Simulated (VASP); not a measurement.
A run of VASP 6.6.1 is set up as follows.

The input INCAR:

```
PREC = Normal
ENCUT = 520
EDIFF = 1E-5
ISMEAR = 0
SIGMA = 0.05
LREAL = Auto
LASPH = T
NELM = 80
ALGO = Fast
ISIF = 3
LWAVE = F
LCHARG = F
GGA = PE
IBRION = 2
NSW = 110
EDIFFG = -0.03
ISYM = 0
KPAR = 4
```

KPOINTS

```
regular mesh
0
Gamma
  5 5 5
```

POSCAR

```
Be3Te2Se
1.0
   -1.8781430500      5.7097826000      2.8227024600
    3.6315862800    -11.4699340800      5.6640525100
    2.0233881300      5.7834137900     -2.8762212400
Be Te Se
6 4 2
Direct
    0.6333070400      0.4108828000      0.8939014600
    0.6022344700      0.8763644100      0.8489567300
    0.9082267000      0.3640248900      0.1194813000
    0.9079571500      0.8686610300      0.1477899300
    0.1758168000      0.3514340200      0.4886697700
    0.2513478600      0.8663181900      0.4946667800
    0.6639018500      0.4993649900      0.6570445400
    0.6644396000      0.9962677500      0.6475669100
    0.3379094700      0.5128955800      0.3873546900
    0.2952862400      0.0257677200      0.3837658500
    0.9848927900      0.0029664400      0.9895397900
    0.0374139700      0.5081362500      0.9993495300
```

Potentials or basis: VASP PAW PBE potentials, release 64 (Be, Te, Se).

The run is started by

```bash
$ cat potpaw_PBE.64/Be/POTCAR potpaw_PBE.64/Te/POTCAR potpaw_PBE.64/Se/POTCAR > POTCAR
$ mpirun -np 4 vasp_std > vasp.out
```

Task: Predict the relaxed volume.

Result: 20.87 Å³/atom.

Task: Predict the space group after relaxing (to 0.05 Å).

Result: Imm2 (No. 44).

Final structure:
```xyz
12
Lattice="-1.9463 5.8408 2.7504 3.8973 -11.6813 5.5020 1.9489 5.8409 -2.7521" Properties=species:S:1:pos:R:3 pbc="T T T"
Be    1.9795    3.9943    1.4377
Be    3.9296   -1.8587    4.1909
Be    0.0237    1.8118    4.1935
Be    1.9759   -4.0372    6.9418
Be    1.9751   -0.0147    1.2301
Be    3.9234   -5.8675    3.9770
Te    1.9725    1.9118    2.7425
Te    0.0264    7.7407   -0.0102
Te    1.9775   -1.9451    2.7412
Te    0.0302    3.8887   -0.0102
Se   -1.9202    5.8128    2.7422
Se    0.0292   -0.0180    5.4960
```
